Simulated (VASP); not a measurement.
# Band gap of CsPbCl3: mesh and cell

How far does the LDA gap of CsPbCl3 depend on mesh and cell? The starting structure is a measured crystal structure from the Crystallography Open Database. Cell and atoms stay as given unless a step says otherwise.

Method: Kohn-Sham DFT with plane waves and PAW; LDA, in VASP 6.6.1.

**1. Starting point**

It takes space group Pm-3m (No. 221, cubic). Conventional cell: a = 5.605 Å, b = 5.605 Å, c = 5.605 Å, α = 90.00°, β = 90.00°, γ = 90.00°. Pb has 6 Cl at 2.80 Å nearest. Cs has 12 Cl at 3.96 Å nearest. Cl has 2 Pb at 2.80 Å and 4 Cs at 3.96 Å nearest. Farther neighbours and most contacts between anions are not listed.

Coordinates:

```xyz
5
Lattice="5.6050 0.0000 0.0000 0.0000 5.6050 0.0000 0.0000 0.0000 5.6050" Properties=species:S:1:pos:R:3 pbc="T T T"
Pb    2.8025    2.8025    2.8025
Cs    0.0000    0.0000    0.0000
Cl    2.8025    2.8025    0.0000
Cl    2.8025    0.0000    2.8025
Cl    0.0000    2.8025    2.8025
```

**2. Reference bands**

Input file INCAR:

```
SYSTEM = CsPbCl3
PREC = Accurate
ENCUT = 350
EDIFF = 1E-06
NELM = 100
ISMEAR = 0
SIGMA = 0.03
LREAL = .FALSE.
ALGO = Normal
GGA = CA
NBANDS = 37
LORBIT = 11
LWAVE = .FALSE.
LCHARG = .FALSE.
KPAR = 8
LASPH = .TRUE.
```

Input file POSCAR:

```
CsPbCl3
1.0
    5.6050000000      0.0000000000      0.0000000000
    0.0000000000      5.6050000000      0.0000000000
    0.0000000000      0.0000000000      5.6050000000
Pb Cs Cl
1 1 3
Direct
    0.5000000000      0.5000000000      0.5000000000
    0.0000000000      0.0000000000      0.0000000000
    0.5000000000      0.5000000000      0.0000000000
    0.5000000000      0.0000000000      0.5000000000
    0.0000000000      0.5000000000      0.5000000000
```

Input file KPOINTS:

```
Automatic mesh
0
Gamma
4 4 4
0 0 0
```

Input file KPOINTS_OPT:

```
Line mode
8
Line-mode
Reciprocal
  0.00000000   0.00000000   0.00000000 GAMMA
  0.00000000   0.50000000   0.00000000 X

  0.00000000   0.50000000   0.00000000 X
  0.50000000   0.50000000   0.00000000 M

  0.50000000   0.50000000   0.00000000 M
  0.00000000   0.00000000   0.00000000 GAMMA

  0.00000000   0.00000000   0.00000000 GAMMA
  0.50000000   0.50000000   0.50000000 R

  0.50000000   0.50000000   0.50000000 R
  0.00000000   0.50000000   0.00000000 X

  0.50000000   0.50000000   0.00000000 M
  0.50000000   0.50000000   0.50000000 R
```

PAW data sets: Pb_d, Cs_sv and Cl (LDA family, release 64).

The run is started by

```bash
$ mpirun -np 8 vasp_std
```

Output:

```text
[banner, memory and clock lines left out]
running    8 mpi-ranks, on    1 nodes
 distrk:  each k-point on    1 cores,    8 groups
 distr:  one band on    1 cores,    1 groups

 POSCAR found type information on POSCAR PbCsCl
 POSCAR found :  3 types and       5 ions
|                                                                             |
|           W    W    AA    RRRRR   N    N  II  N    N   GGGG   !!!           |
|           W    W   A  A   R    R  NN   N  II  NN   N  G    G  !!!           |
|           W    W  A    A  R    R  N N  N  II  N N  N  G       !!!           |
|           W WW W  AAAAAA  RRRRR   N  N N  II  N  N N  G  GGG   !            |
|           WW  WW  A    A  R   R   N   NN  II  N   NN  G    G                |
|           W    W  A    A  R    R  N    N  II  N    N   GGGG   !!!           |
|                                                                             |
|     For optimal performance we recommend to set                             |
|       NCORE = 2 up to number-of-cores-per-socket                            |
|     NCORE specifies how many cores store one orbital (NPAR=cpu/NCORE).      |
|     This setting can greatly improve the performance of VASP for DFT.       |
|     The default, NCORE=1 might be grossly inefficient on modern             |
|     multi-core architectures or massively parallel machines. Do your        |
|     Unfortunately you need to use the default for GW and RPA                |
|     calculations (for HF NCORE is supported but not extensively tested      |
|     yet).                                                                   |
|                                                                             |

 LDA part: xc-table for (Slater(with rela. corr.)+CA(PZ))
 , standard interpolation
 POSCAR, INCAR and KPOINTS ok, starting setup
 FFT: planning ... GRIDC
 FFT: planning ... GRID_SOFT
 FFT: planning ... GRID
 WAVECAR not read
 entering main loop
       N       E                     dE             d eps       ncg     rms          rms(c)
DAV:   1     0.340041097733E+03    0.34004E+03   -0.15223E+04   740   0.816E+02
DAV:   2     0.203631217711E+02   -0.31968E+03   -0.29899E+03   833   0.236E+02
DAV:   3    -0.187358162862E+02   -0.39099E+02   -0.38583E+02   963   0.943E+01
DAV:   4    -0.201382582711E+02   -0.14024E+01   -0.13982E+01   862   0.216E+01
DAV:   5    -0.201976170341E+02   -0.59359E-01   -0.59348E-01   970   0.412E+00    0.520E+00
DAV:   6    -0.194415253923E+02    0.75609E+00   -0.10004E+00  1007   0.948E+00    0.325E+00
DAV:   7    -0.193846154747E+02    0.56910E-01   -0.38768E-01  1062   0.302E+00    0.171E+00
DAV:   8    -0.193799038501E+02    0.47116E-02   -0.63129E-02   986   0.153E+00    0.283E-01
DAV:   9    -0.193764988869E+02    0.34050E-02   -0.11012E-02  1116   0.760E-01    0.102E-01
DAV:  10    -0.193765931166E+02   -0.94230E-04   -0.11331E-03   874   0.176E-01    0.430E-02
DAV:  11    -0.193765873120E+02    0.58047E-05   -0.71230E-05  1004   0.486E-02    0.770E-03
DAV:  12    -0.193765854386E+02    0.18734E-05   -0.12224E-05   994   0.335E-02    0.282E-03
DAV:  13    -0.193765853631E+02    0.75517E-07   -0.12017E-06   724   0.497E-03
   1 F= -.19376585E+02 E0= -.19376585E+02  d E =-.631279E-22
 Start KPOINTS_OPT (optional k-point list driver)
k-point batch [1-10\48]
       N       E                     dE             ncg
DAV:   1    -0.242452109528E+00   -0.35881E+04      740
DAV:   2    -0.309598970136E+04   -0.30957E+04      857
DAV:   3    -0.345287496874E+04   -0.35689E+03      952
DAV:   4    -0.346518906998E+04   -0.12314E+02      851
DAV:   5    -0.346570033349E+04   -0.51126E+00      966
DAV:   6    -0.346572372301E+04   -0.23390E-01      987
DAV:   7    -0.346572420223E+04   -0.47922E-03     1052
DAV:   8    -0.346572421613E+04   -0.13894E-04      822
DAV:   9    -0.346572421626E+04   -0.13176E-06      526
[...]
k-point batch [41-48\48]
       N       E                     dE             ncg
DAV:   1     0.127143948163E+04   -0.74683E+04      592
DAV:   2    -0.118965548208E+04   -0.24611E+04      678
DAV:   3    -0.150183970645E+04   -0.31218E+03      760
DAV:   4    -0.151177445236E+04   -0.99347E+01      688
DAV:   5    -0.151214834297E+04   -0.37389E+00      781
DAV:   6    -0.151216374693E+04   -0.15404E-01      824
DAV:   7    -0.151216383533E+04   -0.88397E-04      768
DAV:   8    -0.151216383749E+04   -0.21623E-05      664
DAV:   9    -0.151216383760E+04   -0.10334E-06      416
```

Run time: 22 s. Hardware: 8 MPI ranks of Intel Xeon Platinum 8488C (Sapphire Rapids), shared host; peak memory 1.7 GiB; 2.6 min of CPU time.

Lines that name or quote the potential files are left out of all logs, and their timing lines are given in words.

OUTCAR, selected parts (step 2):

```text
ion  position               nearest neighbor table
   1  0.500  0.500  0.500-   3 2.80   4 2.80   5 2.80   3 2.80   4 2.80   5 2.80
   2  0.000  0.000  0.000-
   3  0.500  0.500  0.000-   1 2.80   1 2.80
   4  0.500  0.000  0.500-   1 2.80   1 2.80
   5  0.000  0.500  0.500-   1 2.80   1 2.80

  LATTYP: Found a simple cubic cell.
 ALAT       =     5.6050000000

 Subroutine GETGRP returns: Found 48 space group operations
 (whereof 48 operations were pure point group operations)

The static configuration has the point symmetry O_h .

 Found     10 irreducible k-points:

   k-points           NKPTS =     10   k-points in BZ     NKDIM =     10   number of bands    NBANDS=     37

   dimension x,y,z NGX =    36 NGY =   36 NGZ =   36
   dimension x,y,z NGXF=    72 NGYF=   72 NGZF=   72

   ENCUT  =  350.0 eV  25.72 Ry    5.07 a.u.   8.55  8.55  8.55*2*pi/ulx,y,z

   NELECT =      44.0000    total number of electrons

 k-points in reciprocal lattice and weights: Automatic mesh
   0.00000000  0.00000000  0.00000000       0.016
   0.25000000  0.00000000  0.00000000       0.094
   0.50000000  0.00000000  0.00000000       0.047
   0.25000000  0.25000000  0.00000000       0.188
   0.50000000  0.25000000  0.00000000       0.188
   0.50000000  0.50000000  0.00000000       0.047
   0.25000000  0.25000000  0.25000000       0.125
   0.50000000  0.25000000  0.25000000       0.188
   0.50000000  0.50000000  0.25000000       0.094
   0.50000000  0.50000000  0.50000000       0.016

 average (electrostatic) potential at core
       1 -95.4675       2 -48.2634       3 -97.4820       4 -97.4820       5 -97.4820

 E-fermi :   1.7724

 k-point     1 :       0.0000    0.0000    0.0000
  band No.  band energies     occupation
    ...
     18      -1.0462      2.00000
     19      -1.0462      2.00000
     20      -0.9338      2.00000
     21      -0.9338      2.00000
     22      -0.9338      2.00000
     23       4.5354      0.00000
     24       5.5818      0.00000
     25       5.5818      0.00000
     26       6.5493      0.00000
     27       6.5493      0.00000
    ...

 k-point     2 :       0.2500    0.0000    0.0000
  band No.  band energies     occupation
    ...
     18      -1.0997      2.00000
     19      -1.0997      2.00000
     20      -0.9925      2.00000
     21      -0.9925      2.00000
     22      -0.8517      2.00000
     23       5.0765      0.00000
     24       5.9498      0.00000
     25       6.0059      0.00000
     26       6.2162      0.00000
     27       6.7022      0.00000
    ...

 k-point     3 :       0.5000    0.0000    0.0000
  band No.  band energies     occupation
    ...
     18      -1.1512      2.00000
     19      -1.1512      2.00000
     20      -1.0531      2.00000
     21      -1.0531      2.00000
     22      -0.1096      2.00000
     23       4.4208      0.00000
     24       5.9528      0.00000
     25       6.5347      0.00000
     26       6.7250      0.00000
     27       6.7250      0.00000
    ...

  Total       -1.2883096     -1.2883096     -1.2883096      0.0000000      0.0000000      0.0000000
  in kB      -11.7220614    -11.7220614    -11.7220614      0.0000000      0.0000000      0.0000000
  external PRESSURE =     -11.7220614 kB  Pullay stress =       0.0000000 kB

  energy-cutoff  :      350.00
  volume of cell :      176.09
      direct lattice vectors                 reciprocal lattice vectors
     5.605000000  0.000000000  0.000000000     0.178412132  0.000000000  0.000000000
     0.000000000  5.605000000  0.000000000     0.000000000  0.178412132  0.000000000
     0.000000000  0.000000000  5.605000000     0.000000000  0.000000000  0.178412132

 POSITION                                       TOTAL-FORCE (eV/Angst)
 -----------------------------------------------------------------------------------
      2.80250      2.80250      2.80250         0.000000      0.000000      0.000000
      0.00000      0.00000      0.00000         0.000000      0.000000      0.000000
      2.80250      2.80250      0.00000         0.000000      0.000000      0.000000
      2.80250      0.00000      2.80250         0.000000      0.000000      0.000000
      0.00000      2.80250      2.80250         0.000000      0.000000      0.000000
 -----------------------------------------------------------------------------------
    total drift:                                0.000000      0.000000      0.000000

  FREE ENERGIE OF THE ION-ELECTRON SYSTEM (eV)
  ---------------------------------------------------
  free  energy   TOTEN  =       -19.3765853631 eV

  energy  without entropy=      -19.3765853631  energy(sigma->0) =      -19.37658536

 total charge
# of ion       s       p       d       tot
------------------------------------------
    1        1.514   0.458   9.855  11.827
    2        1.835   4.686   0.013   6.534
    3        1.596   3.492   0.000   5.088
    4        1.596   3.492   0.000   5.088
    5        1.596   3.492   0.000   5.088
--------------------------------------------------
tot          8.138  15.619   9.868  33.626

[... 3 further parts left out ...]
```

Spin-orbit coupling is off here; with elements this heavy it can split and shift levels by tenths of an eV, and by up to about 1 eV where a band edge is a 6p state.

The reference gap is 1.706 eV.

**3. Bands with cell and atoms relaxed by LDA**

Against step 2 the input has another starting structure. The cell comes from a relaxation at this level, not shown (168.99 Å³).

INCAR is that of step 2.

Edit POSCAR of step 2 so:

```diff
@@ -2,5 +2,5 @@
 1.0
-    5.6050000000      0.0000000000      0.0000000000
-    0.0000000000      5.6050000000      0.0000000000
-    0.0000000000      0.0000000000      5.6050000000
+    5.5287115817      0.0000000000      0.0000000000
+    0.0000000000      5.5287115817      0.0000000000
+    0.0000000000      0.0000000000      5.5287115817
 Pb Cs Cl
```

KPOINTS is that of step 2.

KPOINTS_OPT is that of step 2.

The run is started by

```bash
$ mpirun -np 8 vasp_std
```

Output:

```text
[banner, memory and clock lines left out]
running    8 mpi-ranks, on    1 nodes
[...]
[... a notice as in an earlier step ...]

 LDA part: xc-table for (Slater(with rela. corr.)+CA(PZ))
 , standard interpolation
 POSCAR, INCAR and KPOINTS ok, starting setup
[...]
entering main loop
       N       E                     dE             d eps       ncg     rms          rms(c)
DAV:   1     0.337495657890E+03    0.33750E+03   -0.15301E+04   740   0.815E+02
DAV:   2     0.183184332169E+02   -0.31918E+03   -0.29745E+03   865   0.237E+02
DAV:   3    -0.188674117279E+02   -0.37186E+02   -0.36703E+02   936   0.925E+01
DAV:   4    -0.201025171171E+02   -0.12351E+01   -0.12319E+01   857   0.203E+01
[...]
DAV:  11    -0.193996412657E+02    0.16588E-05   -0.61013E-05  1027   0.445E-02    0.674E-03
DAV:  12    -0.193996396447E+02    0.16210E-05   -0.11104E-05   989   0.363E-02    0.308E-03
DAV:  13    -0.193996395107E+02    0.13396E-06   -0.11975E-06   646   0.678E-03
   1 F= -.19399640E+02 E0= -.19399640E+02  d E =-.354957E-15
 Start KPOINTS_OPT (optional k-point list driver)
k-point batch [1-10\48]
       N       E                     dE             ncg
DAV:   1     0.150040319634E+03   -0.35447E+04      740
DAV:   2    -0.297312702702E+04   -0.31232E+04      863
DAV:   3    -0.333752008383E+04   -0.36439E+03      947
DAV:   4    -0.334967489366E+04   -0.12155E+02      846
DAV:   5    -0.335017438775E+04   -0.49949E+00     1022
DAV:   6    -0.335019457754E+04   -0.20190E-01      966
DAV:   7    -0.335019529604E+04   -0.71850E-03     1081
DAV:   8    -0.335019530799E+04   -0.11947E-04      774
DAV:   9    -0.335019530813E+04   -0.14615E-06      579
[...]
k-point batch [41-48\48]
       N       E                     dE             ncg
DAV:   1     0.165719078913E+04   -0.72273E+04      592
DAV:   2    -0.868997891653E+03   -0.25262E+04      657
DAV:   3    -0.119639441942E+04   -0.32740E+03      747
DAV:   4    -0.120825630858E+04   -0.11862E+02      704
DAV:   5    -0.120870913193E+04   -0.45282E+00      773
DAV:   6    -0.120872480940E+04   -0.15677E-01      830
DAV:   7    -0.120872516630E+04   -0.35690E-03      771
DAV:   8    -0.120872516860E+04   -0.23057E-05      707
DAV:   9    -0.120872516868E+04   -0.80981E-07      451
```

Run time: 20 s. Hardware: 8 MPI ranks; peak memory 1.7 GiB; 2.4 min of CPU time.

From OUTCAR (step 3):

```text
  Total       -0.0666308     -0.0666308     -0.0666308     -0.0000000     -0.0000000      0.0000000
  in kB       -0.6317043     -0.6317043     -0.6317043     -0.0000000     -0.0000000      0.0000000
  external PRESSURE =      -0.6317043 kB  Pullay stress =       0.0000000 kB

 POSITION                                       TOTAL-FORCE (eV/Angst)
 -----------------------------------------------------------------------------------
      2.76436      2.76436      2.76436         0.000000      0.000000      0.000000
      0.00000      0.00000      0.00000         0.000000      0.000000      0.000000
      2.76436      2.76436      0.00000         0.000000      0.000000      0.000000
      2.76436      0.00000      2.76436         0.000000      0.000000      0.000000
      0.00000      2.76436      2.76436         0.000000      0.000000      0.000000
 -----------------------------------------------------------------------------------
    total drift:                                0.000000      0.000000      0.000000

  FREE ENERGIE OF THE ION-ELECTRON SYSTEM (eV)
  ---------------------------------------------------
  free  energy   TOTEN  =       -19.3996395107 eV

  energy  without entropy=      -19.3996395107  energy(sigma->0) =      -19.39963951

[... 1 part as in an earlier step ...]

[... 2 further parts left out ...]
[key lines of the parts left out:]
E-fermi :   2.2832
```

With cell and atoms relaxed by LDA the gap is 1.514 eV, -0.192 eV from the reference.

**4. Bands with a 6×6×6 mesh**

Against step 2 the input has a 6×6×6 mesh.

INCAR is that of step 3.

Edit POSCAR of step 3 so:

```diff
@@ -2,5 +2,5 @@
 1.0
-    5.5287115817      0.0000000000      0.0000000000
-    0.0000000000      5.5287115817      0.0000000000
-    0.0000000000      0.0000000000      5.5287115817
+    5.6050000000      0.0000000000      0.0000000000
+    0.0000000000      5.6050000000      0.0000000000
+    0.0000000000      0.0000000000      5.6050000000
 Pb Cs Cl
```

Input file KPOINTS:

```
Automatic mesh
0
Gamma
6 6 6
0 0 0
```

KPOINTS_OPT is that of step 3.

The run is started by

```bash
$ mpirun -np 8 vasp_std
```

Output:

```text
[... set-up lines as in an earlier step ...]
 entering main loop
       N       E                     dE             d eps       ncg     rms          rms(c)
DAV:   1     0.332024233677E+03    0.33202E+03   -0.15386E+04  1480   0.816E+02
DAV:   2     0.180653742342E+02   -0.31396E+03   -0.29413E+03  1658   0.234E+02
DAV:   3    -0.188733626414E+02   -0.36939E+02   -0.36407E+02  1896   0.909E+01
DAV:   4    -0.201594069436E+02   -0.12860E+01   -0.12816E+01  1705   0.208E+01
[...]
DAV:  11    -0.194013203767E+02    0.69154E-05   -0.68929E-05  2044   0.483E-02    0.881E-03
DAV:  12    -0.194013185010E+02    0.18757E-05   -0.12421E-05  2002   0.338E-02    0.360E-03
DAV:  13    -0.194013184076E+02    0.93387E-07   -0.12680E-06  1459   0.534E-03
   1 F= -.19401318E+02 E0= -.19401318E+02  d E =-.241224E-20
 Start KPOINTS_OPT (optional k-point list driver)
k-point batch [1-20\48]
       N       E                     dE             ncg
DAV:   1     0.312829983792E+02   -0.11058E+05     1488
DAV:   2    -0.616424973074E+04   -0.61955E+04     1741
DAV:   3    -0.687828831510E+04   -0.71404E+03     1880
DAV:   4    -0.690200256941E+04   -0.23714E+02     1700
DAV:   5    -0.690296469059E+04   -0.96212E+00     1986
DAV:   6    -0.690300506734E+04   -0.40377E-01     1972
DAV:   7    -0.690300608072E+04   -0.10134E-02     2122
DAV:   8    -0.690300608561E+04   -0.48894E-05     1599
DAV:   9    -0.690300608586E+04   -0.25265E-06     1090
[...]
k-point batch [41-48\48]
       N       E                     dE             ncg
DAV:   1     0.999822299386E+04   -0.74320E+04      592
DAV:   2     0.752826502726E+04   -0.24700E+04      691
DAV:   3     0.722093667930E+04   -0.30733E+03      784
DAV:   4     0.721122822959E+04   -0.97084E+01      691
DAV:   5     0.721086195261E+04   -0.36628E+00      784
DAV:   6     0.721084897356E+04   -0.12979E-01      827
DAV:   7     0.721084881021E+04   -0.16336E-03      784
DAV:   8     0.721084880847E+04   -0.17396E-05      672
DAV:   9     0.721084880839E+04   -0.76901E-07      424
```

Wall time 21 s (8 MPI ranks); peak memory 2 GiB; 2.4 min of CPU time.

From OUTCAR (step 4):

```text
  Total       -1.3922381     -1.3922381     -1.3922381      0.0000000      0.0000000     -0.0000000
  in kB      -12.6676849    -12.6676849    -12.6676849      0.0000000      0.0000000     -0.0000000
  external PRESSURE =     -12.6676849 kB  Pullay stress =       0.0000000 kB

  FREE ENERGIE OF THE ION-ELECTRON SYSTEM (eV)
  ---------------------------------------------------
  free  energy   TOTEN  =       -19.4013184076 eV

  energy  without entropy=      -19.4013184076  energy(sigma->0) =      -19.40131841

[... 2 parts as in an earlier step ...]

[... 2 further parts left out ...]
[key lines of the parts left out:]
E-fermi :   1.7587
```

With a 6×6×6 mesh the gap is 1.712 eV, +0.006 eV from the reference.

**5. All runs side by side**

| run | gap (eV) | change (eV) | core minutes |
| --- | --- | --- | --- |
| reference | 1.706 | - | 2.93 |
| cell and atoms relaxed by LDA | 1.514 | -0.192 | 2.61 |
| a 6×6×6 mesh | 1.712 | 0.006 | 2.8 |

Core minutes are wall time times ranks of the run shown, on a shared host.

**6. What came out**

```yaml
reference_gap: 1.706 eV
gap_with_cell_and_atoms_relaxed_by_lda: 1.514 eV
gap_with_a_6x6x6_mesh: 1.712 eV
```

What this shows: Among the runs that read a gap along the path, the one with cell and atoms relaxed by LDA moves it most, by -0.192 eV. On finer settings it changes by +0.006 eV with a 6×6×6 mesh. The functional's own error isn't tested here. Further runs on this material are not shown.

[Lines on the potential files, build, host, timing and source positions are cut from VASP's logs without a mark.]

[Logs are printed without paths, hosts, clocks, repeated set-up lines and the standing remarks that a program may print on its own settings, such as how far it seeks lower states.]

[Hosts, paths, dates, database ids (printed as entryN), source tags and the programs' standing remarks are cut or masked in the printed files.]
